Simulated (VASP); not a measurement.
```
CELL_PARAMETERS angstrom
      0.00000     3.28187     3.28187
      3.28187     0.00000     3.28187
      3.28187     3.28187     0.00000
ATOMIC_POSITIONS crystal
  Te 0.50000 0.50000 0.50000
  Pb 0.00000 0.00000 0.00000
```

The numbers are results of PBE GGA, VASP's PBE PAW potentials (set 64) (plane waves; VASP), not measurements. Settings: 530 eV cut-off, 6×6×6 Γ-centred mesh, Gaussian smearing of 0.050 eV, potentials Te Pb_d.

Task: Give the elastic stiffness tensor with the ions relaxed (GPa, in the frame of the cell).

Result: 
|  | xx | yy | zz | yz | xz | xy |
|---|---|---|---|---|---|---|
| xx | 106 | 6.0 | 6.0 | 0.0 | 0.0 | 0.0 |
| yy | 6.0 | 106 | 6.0 | 0.0 | 0.0 | 0.0 |
| zz | 6.0 | 6.0 | 106 | 0.0 | 0.0 | 0.0 |
| yz | 0.0 | 0.0 | 0.0 | 14.2 | 0.0 | 0.0 |
| xz | 0.0 | 0.0 | 0.0 | 0.0 | 14.2 | 0.0 |
| xy | 0.0 | 0.0 | 0.0 | 0.0 | 0.0 | 14.2 |

Task: Estimate the Hill bulk modulus, Hill shear modulus, Young's modulus, Poisson's ratio.

Result: 
```
Property              Result
------------------  --------
Hill bulk modulus   393 kbar
Hill shear modulus  24.2 GPa
Young's modulus     60.2 GPa
Poisson's ratio        0.245
```

Measured: C11 105 GPa (computed value off by +0.6 %), C12 7.0 GPa (computed value off by -13.7 %), C44 13.2 GPa (computed value off by +7.2 %), as given by Oses et al., (2018), arXiv:1811.08464. The calculation is for a static lattice, while the measured C11, C12, C44 hold thermal and zero-point effects, which are part of the difference.

The compound is PbTe in the rock salt structure. It was relaxed first.
